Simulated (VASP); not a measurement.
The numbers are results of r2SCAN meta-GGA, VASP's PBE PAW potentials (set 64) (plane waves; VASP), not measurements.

VASP ran on this input.

INCAR:
```
SYSTEM  =  AgB
PREC  =  Accurate; ENCUT  =  520; LREAL  =  F
LASPH  =  T
EDIFF  =  1E-6; NELM  =  100; ALGO  =  Normal
LMAXMIX  =  4; LMIXTAU  =  T
ISMEAR  =  1; SIGMA  =  0.1
METAGGA  =  R2SCAN
IBRION  =  2; NSW  =  60; ISIF  =  3
EDIFFG  =  -0.01
LWAVE  =  F; LCHARG  =  F
```

**POSCAR**
```
AgB
1
    2.9013615920     0.0000000000    -0.0000000000
    0.0000000000     2.9013615920     0.0000000000
    0.0000000000    -0.0000000000     2.9013615920
Ag B
1 1
Direct
  0.0000000000   0.0000000000   0.0000000000
  0.5000000000   0.5000000000   0.5000000000
```

File KPOINTS:
```
Automatic mesh
0
Gamma
11 11 11
0 0 0
```

POTCAR, in this order: Ag B (PBE.64 set). Program: vasp_std.

Output of the run:

File OUTCAR:
```
 ion  position               nearest neighbor table
   1  0.000  0.000  0.000-   2 2.51   2 2.51   2 2.51   2 2.51   2 2.51   2 2.51   2 2.51   2 2.51
  LATTYP: Found a simple cubic cell.
 ALAT       =     2.9013615920
 Subroutine PRICEL returns:
 Original cell was already a primitive cell.
 Subroutine GETGRP returns: Found 48 space group operations
The static configuration has the point symmetry O_h .
The dynamic configuration has the point symmetry O_h .
 Subroutine INISYM returns: Found 48 space group operations
 Subroutine IBZKPT returns following result:
 Found     56 irreducible k-points:

 Following reciprocal coordinates:
            Coordinates               Weight
  0.000000  0.000000  0.000000      1.000000
  0.090909  0.000000  0.000000      6.000000
  0.181818  0.000000  0.000000      6.000000
  0.272727  0.000000  0.000000      6.000000
  0.363636  0.000000  0.000000      6.000000
  0.454545  0.000000  0.000000      6.000000
  0.090909  0.090909  0.000000     12.000000
  0.181818  0.090909  0.000000     24.000000
  0.272727  0.090909  0.000000     24.000000
  0.363636  0.090909  0.000000     24.000000
  0.454545  0.090909  0.000000     24.000000
  0.181818  0.181818  0.000000     12.000000
  0.272727  0.181818  0.000000     24.000000
  0.363636  0.181818  0.000000     24.000000
  0.454545  0.181818  0.000000     24.000000
  0.272727  0.272727  0.000000     12.000000
  0.363636  0.272727  0.000000     24.000000
  0.454545  0.272727  0.000000     24.000000
  0.363636  0.363636  0.000000     12.000000
  0.454545  0.363636  0.000000     24.000000
  0.454545  0.454545  0.000000     12.000000
  0.090909  0.090909  0.090909      8.000000
  0.181818  0.090909  0.090909     24.000000
  0.272727  0.090909  0.090909     24.000000
  0.363636  0.090909  0.090909     24.000000
  0.454545  0.090909  0.090909     24.000000
  0.181818  0.181818  0.090909     24.000000
  0.272727  0.181818  0.090909     48.000000
  0.363636  0.181818  0.090909     48.000000
  0.454545  0.181818  0.090909     48.000000
  0.272727  0.272727  0.090909     24.000000
  0.363636  0.272727  0.090909     48.000000
  0.454545  0.272727  0.090909     48.000000
  0.363636  0.363636  0.090909     24.000000
  0.454545  0.363636  0.090909     48.000000
  0.454545  0.454545  0.090909     24.000000
  0.181818  0.181818  0.181818      8.000000
  0.272727  0.181818  0.181818     24.000000
  0.363636  0.181818  0.181818     24.000000
  0.454545  0.181818  0.181818     24.000000
   k-points           NKPTS =     56   k-points in BZ     NKDIM =     56   number of bands    NBANDS=     11
   number of dos      NEDOS =    301   number of ions     NIONS =      2
   total plane-waves  NPLWV =  13824
   dimension x,y,z NGX =    24 NGY =   24 NGZ =   24
   dimension x,y,z NGXF=    48 NGYF=   48 NGZF=   48
   ions per type =               1   1
   PREC   = accura    normal or accurate (medium, high low for compatibility)
   ISTART =      0    job   : 0-new  1-cont  2-samecut
   ICHARG =      2    charge: 1-file 2-atom 10-const
   ISPIN  =      1    spin polarized calculation?
   LNONCOLLINEAR =      F non collinear calculations
   LSORBIT =      F    spin-orbit coupling
   INIWAV =      1    electr: 0-lowe 1-rand  2-diag
   ENCUT  =  520.0 eV  38.22 Ry    6.18 a.u.   5.39  5.39  5.39*2*pi/ulx,y,z
   NELM   =    100;   NELMIN=  2; NELMDL= -5     # of ELM steps
   EDIFF  = 0.1E-05   stopping-criterion for ELM
   LREAL  =      F    real-space projection
   NLSPLINE    = F    spline interpolate recip. space projectors
   LMAXMIX     =    4 max onsite mixed and CHGCAR
   VOSKOWN=      0    Vosko Wilk Nusair interpolation
...
```

File OSZICAR:
```
       N       E                     dE             d eps       ncg     rms          rms(c)
DAV:   1     0.400733487362E+02    0.40073E+02   -0.73564E+03  1232   0.124E+03
DAV:   2    -0.292669249345E+02   -0.69340E+02   -0.66133E+02  1324   0.241E+02
DAV:   3    -0.304775154002E+02   -0.12106E+01   -0.12027E+01  1442   0.340E+01
DAV:   4    -0.304827173276E+02   -0.52019E-02   -0.51905E-02  1372   0.230E+00
DAV:   5    -0.304827659769E+02   -0.48649E-04   -0.48647E-04  1460   0.232E-01    0.109E+01
DAV:   6    -0.257637371842E+02    0.47190E+01   -0.14743E+01  1250   0.484E+01    0.109E+01
DAV:   7    -0.257959756041E+02   -0.32238E-01   -0.96351E-01  1277   0.134E+01    0.489E+00
DAV:   8    -0.257880842476E+02    0.78914E-02   -0.11250E-01  1325   0.419E+00    0.957E-01
DAV:   9    -0.257827714437E+02    0.53128E-02   -0.27860E-02  1303   0.218E+00    0.244E-01
DAV:  10    -0.257888391126E+02   -0.60677E-02   -0.34016E-03  1336   0.704E-01    0.885E-02
DAV:  11    -0.257892378620E+02   -0.39875E-03   -0.96350E-04  1364   0.393E-01    0.483E-02
DAV:  12    -0.257891908533E+02    0.47009E-04   -0.18501E-04  1301   0.179E-01    0.283E-02
DAV:  13    -0.257892384803E+02   -0.47627E-04   -0.31431E-05  1382   0.717E-02    0.535E-03
DAV:  14    -0.257892383287E+02    0.15166E-06   -0.28440E-06  1320   0.206E-02
   1 F= -.25789238E+02 E0= -.25789404E+02  d E =-.257892E+02
```

**OUTCAR**
```
------------------------ aborting loop because EDIFF is reached ----------------------------------------
  FORCE on cell =-STRESS in cart. coord.  units (eV):
  Direction    XX          YY          ZZ          XY          YZ          ZX
  --------------------------------------------------------------------------------------
  Total        0.0136206      0.0136206      0.0136206     -0.0000000     -0.0000000      0.0000000
  in kB        0.8935153      0.8935153      0.8935153     -0.0000000     -0.0000000      0.0000000
  external PRESSURE =       0.8935153 kB  Pullay stress =       0.0000000 kB
  volume of cell :       24.42
      direct lattice vectors                 reciprocal lattice vectors
     2.901361592  0.000000000  0.000000000     0.344665761  0.000000000  0.000000000
     0.000000000  2.901361592  0.000000000     0.000000000  0.344665761  0.000000000
     0.000000000  0.000000000  2.901361592     0.000000000  0.000000000  0.344665761
 POSITION                                       TOTAL-FORCE (eV/Angst)
 -----------------------------------------------------------------------------------
      0.00000      0.00000      0.00000         0.000000      0.000000      0.000000
      1.45068      1.45068      1.45068         0.000000      0.000000      0.000000
 -----------------------------------------------------------------------------------
    total drift:                                0.000000      0.000000      0.000000
  FREE ENERGIE OF THE ION-ELECTRON SYSTEM (eV)
  ---------------------------------------------------
  free  energy   TOTEN  =       -25.7892383287 eV

  energy  without entropy=      -25.7897360828  energy(sigma->0) =      -25.78940425

 reached required accuracy - stopping structural energy minimisation
```
(Selected blocks of OUTCAR.)

The structure was generated: AgB was put into the CsCl type (Pm-3m), which need not be its known phase. It was relaxed first. The start is the result of an earlier pass.
